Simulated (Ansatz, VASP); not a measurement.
**Re (Rhenium) in two plane-wave programs**

Wanted: the spread between two codes on one cell, functional and k mesh. The two relaxations start from unlike cells of this crystal (the structure described is Ansatz's start), so only their ends are compared.

Method: plane waves, with VASP 6.6.1 beside it; relaxation of cell and atoms at LDA, in Ansatz 0.2.0.

## 1. Starting point

The structure is hexagonal, space group P6_3/mmc (No. 194). The conventional cell has a = 2.774 Å, b = 2.774 Å, c = 4.487 Å, α = 90.00°, β = 90.00°, γ = 120.00°. Re has 12 Re at 2.76 to 2.77 Å nearest.

## 2. VASP: relaxation of cell and atoms, LDA

The relaxed volume is the usual yardstick between codes: in a stiff, nearly cubic crystal its relative difference is about their pressure difference at one cell divided by the bulk modulus.

Lines of VASP's logs that name or quote its potential files are left out, and so is its time.

The input, INCAR:

```
SYSTEM = Re
PREC = Accurate
ENCUT = 600
EDIFF = 1E-07
NELM = 120
ISMEAR = 1
SIGMA = 0.2
LREAL = .FALSE.
ALGO = Normal
GGA = CA
NBANDS = 13
LASPH = .TRUE.
LORBIT = 11
LWAVE = .FALSE.
LCHARG = .FALSE.
ISIF = 3
IBRION = 2
NSW = 80
EDIFFG = -0.005
GGA_COMPAT = .FALSE.
NELMIN = 4
KPAR = 2
```

The input, POSCAR:

```
Re
1.0
    2.7392557275      0.0000000000      0.0000000000
   -1.3696278638      2.3722649121      0.0000000000
    0.0000000000      0.0000000000      4.4292639573
Re
2
Direct
    0.3333333333      0.6666666667      0.2499999443
    0.6666666667      0.3333333333      0.7500000557
```

The input, KPOINTS:

```
Automatic mesh
0
Gamma
12 12 8
0 0 0
```

PAW data sets: Re (LDA family, release 64).

Launch:

```sh
$ mpirun -np 2 vasp_std
```

Numbers of over 12 decimals in the logs are rounded to 6 here.

The program printed:

```text
[banner, memory and clock lines left out]
running    2 mpi-ranks, on    1 nodes
 distrk:  each k-point on    1 cores,    2 groups
 distr:  one band on    1 cores,    1 groups

 POSCAR found type information on POSCAR Re
 POSCAR found :  1 types and       2 ions
 LDA part: xc-table for (Slater(with rela. corr.)+CA(PZ))
 , standard interpolation
 POSCAR, INCAR and KPOINTS ok, starting setup
 FFT: planning ... GRIDC
 FFT: planning ... GRID_SOFT
 FFT: planning ... GRID
 WAVECAR not read
 entering main loop
       N       E                     dE             d eps       ncg     rms          rms(c)
DAV:   1     0.123153546832E+03    0.12315E+03   -0.64570E+03  2709   0.124E+03
DAV:   2    -0.198278211572E+02   -0.14298E+03   -0.12706E+03  3851   0.455E+02
DAV:   3    -0.287689690511E+02   -0.89411E+01   -0.77922E+01  4113   0.146E+02
DAV:   4    -0.289707508407E+02   -0.20178E+00   -0.19795E+00  4047   0.137E+01
DAV:   5    -0.289721380778E+02   -0.13872E-02   -0.13869E-02  4021   0.183E+00    0.444E+01
DAV:   6    -0.278958162345E+02    0.10763E+01   -0.91013E-01  4205   0.160E+01    0.190E+01
DAV:   7    -0.275475597937E+02    0.34826E+00   -0.59770E-01  4228   0.127E+01    0.431E-01
DAV:   8    -0.275363882904E+02    0.11172E-01   -0.65327E-03  4003   0.828E-01    0.227E-01
DAV:   9    -0.275356703826E+02    0.71791E-03   -0.29252E-04  3683   0.211E-01    0.402E-02
DAV:  10    -0.275356602927E+02    0.10090E-04   -0.46275E-05  3813   0.520E-02    0.912E-03
DAV:  11    -0.275356604557E+02   -0.16299E-06   -0.11315E-06  3919   0.116E-02    0.158E-03
DAV:  12    -0.275356603856E+02    0.70134E-07   -0.30572E-08  2283   0.343E-03
   1 F= -.27535660E+02 E0= -.27536271E+02  d E =-.275357E+02
 curvature:   0.00 expect dE= 0.000E+00 dE for cont linesearch  0.000E+00
 trial: gam= 0.00000 g(F)=  0.277E-42 g(S)=  0.342E-05 ort = 0.000E+00 (trialstep = 0.100E+01)
 search vector abs. value=  0.342E-05
 bond charge predicted
       N       E                     dE             d eps       ncg     rms          rms(c)
DAV:   1    -0.275356618892E+02   -0.14335E-05   -0.36458E-04  3895   0.378E-01    0.706E-02
DAV:   2    -0.275356570639E+02    0.48252E-05   -0.44000E-06  4083   0.381E-02    0.264E-02
DAV:   3    -0.275356558301E+02    0.12338E-05   -0.25531E-06  4079   0.286E-02    0.290E-03
DAV:   4    -0.275356558408E+02   -0.10661E-07   -0.20267E-08  1720   0.249E-03
   2 F= -.27535656E+02 E0= -.27536272E+02  d E =0.454476E-05
 trial-energy change:    0.000005  1 .order    0.000004   -0.000003    0.000012
 step:   0.2247(harm=  0.2247)  dis= 0.00000  next Energy=   -27.535661 (dE=-0.385E-06)
 bond charge predicted
       N       E                     dE             d eps       ncg     rms          rms(c)
DAV:   1    -0.275356643354E+02   -0.85052E-05   -0.22116E-04  3825   0.293E-01    0.526E-02
DAV:   2    -0.275356614313E+02    0.29041E-05   -0.26336E-06  4060   0.293E-02    0.194E-02
DAV:   3    -0.275356606816E+02    0.74963E-06   -0.14945E-06  3991   0.218E-02    0.236E-03
DAV:   4    -0.275356606856E+02   -0.40025E-08   -0.12820E-08  1570   0.200E-03
   3 F= -.27535661E+02 E0= -.27536272E+02  d E =-.300078E-06
 curvature:  -0.11 expect dE=-0.581E-07 dE for cont linesearch -0.820E-08
 trial: gam= 0.00000 g(F)=  0.277E-42 g(S)=  0.517E-06 ort =-0.500E-06 (trialstep = 0.845E+00)
 search vector abs. value=  0.517E-06
 reached required accuracy - stopping structural energy minimisation
```

From OUTCAR (step 2):

```text
ion  position               nearest neighbor table
   1  0.333  0.667  0.250-   2 2.72   2 2.72   2 2.72   2 2.72   2 2.72   2 2.72
   2  0.667  0.333  0.750-   1 2.72   1 2.72   1 2.72   1 2.72   1 2.72   1 2.72

  LATTYP: Found a hexagonal cell.
 ALAT       =     2.7392557275
 C/A-ratio  =     1.6169589107

 Subroutine GETGRP returns: Found 24 space group operations
 (whereof 12 operations were pure point group operations)

The static configuration has the point symmetry D_3d.
 The point group associated with its full space group is D_6h.

 Found     95 irreducible k-points:

   k-points           NKPTS =     95   k-points in BZ     NKDIM =     95   number of bands    NBANDS=     13

   dimension x,y,z NGX =    24 NGY =   24 NGZ =   36
   dimension x,y,z NGXF=    48 NGYF=   48 NGZF=   72

   ENCUT  =  600.0 eV  44.10 Ry    6.64 a.u.   5.47  5.47  8.85*2*pi/ulx,y,z

   NELECT =      14.0000    total number of electrons

 k-points in reciprocal lattice and weights: Automatic mesh
   0.00000000  0.00000000  0.00000000       0.001
   0.08333333  0.00000000  0.00000000       0.005
   0.16666667  0.00000000  0.00000000       0.005
   0.25000000  0.00000000  0.00000000       0.005
   0.33333333  0.00000000  0.00000000       0.005
   0.41666667  0.00000000  0.00000000       0.005
   0.50000000  0.00000000  0.00000000       0.003
   0.08333333  0.08333333  0.00000000       0.005
   0.16666667  0.08333333  0.00000000       0.010
[...]
0.33333333  0.25000000  0.50000000       0.010
   0.33333333  0.33333333  0.50000000       0.002

 average (electrostatic) potential at core
       1 -39.1056       2 -39.1056

 E-fermi :   8.1196

 k-point     1 :       0.0000    0.0000    0.0000
  band No.  band energies     occupation
    ...
      3       6.4534      2.00000
      4       6.4679      2.00000
      5       6.4679      2.00000
      6       7.3305      2.00000
      7       7.3305      2.00000
      8       8.3033     -0.02893
      9       8.3033     -0.02893
     10       8.9113     -0.00000
     11      11.5803     -0.00000
     12      11.5803     -0.00000
    ...

 k-point     2 :       0.0833    0.0000    0.0000
  band No.  band energies     occupation
    ...
      5       6.9422      2.00000
      6       7.1458      2.00000
      7       7.5853      2.00104
      8       7.6627      2.00574
      9       8.0809      1.32050
     10       8.3463     -0.06802
     11      11.7310     -0.00000
     12      12.7985      0.00000
     13      18.4316      0.00000

 k-point     3 :       0.1667    0.0000    0.0000
  band No.  band energies     occupation
    ...
      5       6.6010      2.00000
      6       7.5232      2.00021
      7       7.5688      2.00069
      8       7.6804      2.00808
      9       7.9301      2.03746
     10       8.3244     -0.05487
     11      12.0423     -0.00000
     12      14.8653      0.00000
     13      18.2673      0.00000

  Total        0.0032735      0.0032735      0.0000511     -0.0000000      0.0000000      0.0000000
  in kB        0.1822364      0.1822364      0.0028431     -0.0000000      0.0000000      0.0000000
  external PRESSURE =       0.1224386 kB  Pullay stress =       0.0000000 kB

  energy-cutoff  :      600.00
  volume of cell :       28.78
      direct lattice vectors                 reciprocal lattice vectors
     2.739209995  0.000000000  0.000000000     0.365068761  0.210772560  0.000000000
    -1.369604998  2.372225307 -0.000000000    -0.000000000  0.421545119  0.000000000
     0.000000000 -0.000000000  4.428997660    -0.000000000  0.000000000  0.225784721

 POSITION                                       TOTAL-FORCE (eV/Angst)
 -----------------------------------------------------------------------------------
     -0.00000      1.58148      1.10725        -0.000000      0.000000      0.000000
      1.36960      0.79074      3.32175         0.000000     -0.000000     -0.000000
 -----------------------------------------------------------------------------------
    total drift:                               -0.000000      0.000000     -0.000000

  FREE ENERGIE OF THE ION-ELECTRON SYSTEM (eV)
  ---------------------------------------------------
  free  energy   TOTEN  =       -27.5356606856 eV

  energy  without entropy=      -27.5374957721  energy(sigma->0) =      -27.53627238

 reached required accuracy - stopping structural energy minimisation

 total charge
# of ion       s       p       d       tot
------------------------------------------
    1        0.636   0.688   4.934   6.257
    2        0.636   0.688   4.934   6.257
--------------------------------------------------
tot          1.272   1.376   9.867  12.515

[... 3 further parts left out ...]
```

The data set Re keeps the semicore shell frozen, which is cheaper and a little less accurate. The run keeps the 24 symmetry operations of its start, so it cannot find a distortion of lower symmetry.

## 3. Ansatz: relaxation of cell and atoms, LDA

Ansatz runs on its default PAW (the set named soft_2) files.

Its own start cell and the same functional (in two slightly different forms), mesh and smearing now go to Ansatz, which takes its cutoff from its data sets.

The input, input.yaml:

```yaml
crystal:
  lattice:
    - [2.7737863567, 0.0, 0.0]
    - [-1.3868931784, 2.4021694496, 0.0]
    - [0.0, 0.0, 4.4868889522]
  atoms:
    - { symbol: Re, position: [0.3333333333, 0.6666666667, 0.25] }
    - { symbol: Re, position: [0.6666666667, 0.3333333333, 0.75] }
kpoints:
  mp_grid: { grid: [12, 12, 8] }
hamiltonian:
  xc: lda
scf:
  occupations: { method: methfessel_paxton, width: 0.2 }
output:
  forces: true
  stress: true
  eigenvalues: true
relax:
  adjacent_minimum: "off"
  f_tol: 0.001
  max_steps: 60
  cell: { stress_tol: 0.01 }
```

Launch:

```sh
$ ansatz run input.yaml --threads 4 --pin off --max-ram 10240MiB --backend cpu --events-out ev --progress --plain --runs-dir out
```

The program printed:

```text
Engine: ansatz 0.2.0, x86_64-unknown-linux-gnu
Pseudopotentials: kind: paw
Pseudopotential: Re, paw, valence charge 15, recommended cutoff 420 eV (normal), Re.paw.azcp
Functional definition: SPW92
  exchange = slater_x
  correlation = pw_c
Crystal: 2 atoms, lattice volume = 29.897 Å³
Basis set: ecut = 420 eV, 579 PW (Γ)
Bands: 19, of which v1, the nominal top of the filled ones, is band 15 counted from 1 (14 counted from 0)
Symmetry: 24 space group operations
Space group: P63/mmc (ITA 194), of the structure as read, at distance tolerance 3.1e-5 Å
k-points: 95 of 1152
Non-local potential: Re, projectors of the file, l = 0: 3, l = 1: 2, l = 2: 2, l = 3: 1
PAW form: soft (Blöchl's): semilocal exchange-correlation on the pseudo side does not see the compensation charge
PAW frozen core: Re, regenerated for the run's functional, and the local potential with it (the file was generated under x = pbe(κ = 0.804, μ = 0.219515), c = pbe(β = 0.066725))
PAW one-centre angular grid: Re, 590 points (default); XC on 64 Gauss nodes
Initial density: superposition of atomic densities (neutral atoms: chi_scale 0, normalization atom), corrected by the library's trained network
Initial wavefunctions: pseudopotential atomic-orbital guess
Functional: x = slater, c = lda
SCF iter   1: F=—  HF=-21215.245351 eV  |F-HF|=—  |Δ(HF+E_count)|=         —  Δρ=9.74e-3  dr2=1.32e-2  ethr=1.77e-3  ⟨swp⟩=5.1  Hψ=8018  notcnv=0
preconditioner: auto → none  [metal: Δε(μ)=0.042 eV  Ē_g=5.954 eV  σ=0.200 eV  W_gap=0.18  n_scr=8 (ndim 8)  ℏωp=25.4 eV  f_vac=0.000  D(μ)=1.41/eV (n_scr^D=10)  sad-step TF]
SCF iter   2: F=—  HF=-21215.244363 eV  |F-HF|=—  |Δ(HF+E_count)|=   9.88e-4  S|Δr|=    0.00e0  Δρ=5.77e-3  dr2=4.80e-3  ethr=4.41e-5  ⟨swp⟩=1.2  Hψ=2616  notcnv=0
SCF iter   3: F=—  HF=-21215.243660 eV  |F-HF|=—  |Δ(HF+E_count)|=   7.04e-4  S|Δr|=    0.00e0  Δρ=2.90e-4  dr2=1.17e-5  ethr=1.60e-5  ⟨swp⟩=2.0  Hψ=2390  notcnv=0
SCF iter   4: F=—  HF=-21215.243654 eV  |F-HF|=—  |Δ(HF+E_count)|=   6.28e-6  S|Δr|=    0.00e0  Δρ=5.15e-5  dr2=4.33e-7  ethr=3.88e-8  ⟨swp⟩=2.0  Hψ=2813  notcnv=0
SCF iter   5: F=-21215.243653 eV  HF=-21215.243653 eV  |F-HF|=5.06e-9  |Δ(HF+E_count)|=   1.24e-7  S|Δr|=    0.00e0  Δρ=8.60e-6  dr2=1.05e-8  ethr=3.33e-10  ⟨swp⟩=5.1  Hψ=7432  notcnv=0
SCF 1 converged in 5 iterations: F = -21215.243653 eV  dr2 = 1.05e-8
  greatest PAW one-centre occupation: 0.999 electrons in one spin orbital (limit 2), on the Re atom at site 1 (counted from 0), in its partial waves of l = 0
relax step   1: F+E_penalty+E_count = -21215.24365346 eV  Δ(F+E_penalty+E_count) = +0.000e0 eV  max|allowed force component| = 3.701e-17 eV/Å  Δτ_max = 0.0000 Å  P = -15.595 GPa  Ω = 29.897 Å³  (5 SCF iters, dr2 threshold 1.00e-7 eV, accepted)
[...]
relax step   2: F+E_penalty+E_count = -21214.88699302 eV  Δ(F+E_penalty+E_count) = +3.567e-1 eV  max|allowed force component| = 6.476e-17 eV/Å  Δτ_max = 0.0000 Å  P = +52.656 GPa  Ω = 25.854 Å³  energy of the carried Pulay correction = +3.062e-3 eV  (5 SCF iters, dr2 threshold 2.00e-7 eV, rejected (line search))
[...]
relax step   5: F+E_penalty+E_count = -21215.30672144 eV  Δ(F+E_penalty+E_count) = -4.301e-6 eV  max|allowed force component| = 1.850e-17 eV/Å  Δτ_max = 0.0000 Å  P = +0.001 GPa  Ω = 28.667 Å³  energy of the carried Pulay correction = +8.868e-4 eV  (2 SCF iters, dr2 threshold 1.06e-8 eV, accepted)
[...]
relax step   6: F+E_penalty+E_count = -21215.30588556 eV  Δ(F+E_penalty+E_count) = +8.359e-4 eV  max|allowed force component| = 6.939e-17 eV/Å  Δτ_max = 0.0000 Å  P = -0.011 GPa  Ω = 28.667 Å³  stress off target by 1.11e-2 GPa  SCF on the basis re-selected at this cell (its energy is not comparable with the rows above)  (5 SCF iters)
[...]
relax step   7: F+E_penalty+E_count = -21215.30588617 eV  Δ(F+E_penalty+E_count) = -6.149e-7 eV  max|allowed force component| = 4.163e-17 eV/Å  Δτ_max = 0.0000 Å  P = +0.000 GPa  Ω = 28.666 Å³  energy of the carried Pulay correction = +5.882e-7 eV  (2 SCF iters, dr2 threshold 3.10e-10 eV, accepted)
[...]
relax step   8: F+E_penalty+E_count = -21215.30588617 eV  Δ(F+E_penalty+E_count) = -3.638e-12 eV  max|allowed force component| = 4.395e-17 eV/Å  Δτ_max = 0.0000 Å  P = -0.000 GPa  Ω = 28.666 Å³  stress off target by 1.38e-4 GPa  SCF on the basis re-selected at this cell (its energy is not comparable with the rows above)  (4 SCF iters)
basis re-selected at this cell: Δ(F+E_penalty+E_count) = -3.638e-12 eV, ΔP = -0.000 GPa vs the last step (what re-selecting the basis moved, of the pressure what is left beyond the Pulay correction that the steps carried, after the strain that the cell walked since its last selection, with what the two solves' SCF thresholds leave and, on support functions, any second-order correction that the steps lacked; it is no  [...]
SCF converged after 4 iterations
Stability not checked: this state was not tested for a lower state beside it, because cold or Methfessel-Paxton smearing, or corrected tetrahedra, fill the levels in a way that the test cannot read (fill_not_monotonic; see scf.lower_state_search)
Free energy (F): -21215.305886 eV
Harris-Foulkes:  -21215.305886 eV  (|F-HF|=3.64e-12)
Internal energy: -21215.307764 eV  (E = F + TS)
E sigma→0 (E₀):  -21215.306356 eV
Entropy (-TS):   0.001877 eV (0.939 meV/atom)
Fermi energy:    24.351700 eV
--- Per-component energies (eV) ---
  E_band       = -132.366708
  E_kinetic    = 1087.496824
  E_local      = -1484.856914  (includes V_loc(G=0)·N_el)
  E_nonlocal   = 107.805289
  E_hartree    = 532.998111
  E_xc         = -803.434030
  E_vxc        = -611.519346  (∫ρ·V_xc dr)
  E_paw        = -16803.801041  (= ΣΔE_a)
  E_vpaw       = -297.288633  (= ΣTr[D̂ρ^β])
  E_aug_tail   = -0.000160  (compensation charges beyond the density's cutoff)
  E_ewald      = -3852.153997
  E_core_change = 0.638152  (= ΣΔE_core)
  E_smearing   = 0.001877  (= −TS)
  E_closure    = 0.000000  (closes the sum)
  Σ components = -21215.305886   (vs F -21215.305886, Δ=0.00e0)
--- Forces (eV/Å), atoms counted from 1 ---
  atom   1  Re    -0.00000000     0.00000000     0.00000000
  atom   2  Re     0.00000000    -0.00000000     0.00000000
  max |Σ_I F_I| component: 2.31e-17 eV/Å
--- Stress (GPa, compression-positive) ---
        0.000027       0.000000       0.000000
       -0.000000       0.000027       0.000000
        0.000000       0.000000      -0.000138
  P = ⅓ Tr σ = -0.0000 GPa (-0.000 kbar)
--- Band table (eV; the first three rows and the last of 95) ---
  k-point 0: bands = [... 11 lower, 22.7027, 22.7027, 23.5690, 23.5690, 24.5477, 24.5477, 25.1271, 27.8356]
  k-point 1: bands = [... 11 lower, 22.6120, 22.6120, 23.4486, 23.4486, 24.5820, 24.8164, 24.8164, 27.8579]
  k-point 2: bands = [... 11 lower, 22.4786, 22.4786, 23.1576, 23.1576, 23.4209, 25.4587, 25.4587, 27.8239]
  k-point 94: bands = [... 11 lower, 20.5437, 22.2050, 22.2050, 24.3996, 24.3996, 27.8335, 27.8335, 34.2558]
--- Relaxed structure (6 steps of the walk, 5 accepted, 2 SCFs on fresh bases) ---
  F+E_penalty+E_count = -21215.30588617 eV   max|allowed force component| = 4.395e-17 eV/Å   (the final SCF, on the basis selected at the relaxed cell)
  cell:  # Å, volume = 28.6660 Å³
    - [2.735345, 2.8467481274044865e-11, 0.0]
    - [-1.367672, 2.368878, 0.0]
    - [0.0, 0.0, 4.423968]
  atoms:
    - { symbol: Re, position: [0.333333, 0.666667, 0.250000] }
    - { symbol: Re, position: [0.666667, 0.333333, 0.75] }
```

## 4. Differences

Known differences besides the potentials themselves: the two LDA forms differ slightly; the data sets hold 30 valence electrons in Ansatz (on its default PAW (the set named soft_2) files) and 14 in VASP; the cutoff is 420 eV in Ansatz and 600 eV in VASP; VASP's log shows a relativistic correction to its local exchange, Ansatz's none; Ansatz adds a Pulay correction to the stress that steers its cell, VASP none. Total energies have different zeros and are not compared.

Compared:

| quantity | Ansatz | VASP | difference |
| --- | --- | --- | --- |
| volume (Å³) | 28.67 | 28.78 | -0.40 % |
| edge a after relaxation, in the typed setting (Å) | 2.735 | 2.739 | -0.14 % |
| edge c after relaxation, in the typed setting (Å) | 4.424 | 4.429 | -0.11 % |

## 5. Results

```yaml
difference_in_volume_relaxation_of_cell_and_atoms_lda: -0.40 %
```

In words: The difference in volume is -0.40 % (relaxation of cell and atoms, LDA), within the 1.2 % picked in this series as the mark of a large difference, as far as the stopping tolerances let one tell. The data sets hold unlike numbers of valence electrons (30 in Ansatz and 14 in VASP), so part of the differences comes from the potentials. 2 further runs of this series are not shown here. How closely two codes agree says nothing of how well the functional describes the real material.

[Lines on the potential files, build, host, timing and source positions are cut from VASP's logs without a mark.]

[Logs are printed without paths, hosts, clocks, repeated set-up lines and the standing remarks that a program may print on its own settings, such as how far it seeks lower states.]

[Hosts, paths, dates, database ids (printed as entryN), source tags and the programs' standing remarks are cut or masked in the printed files.]
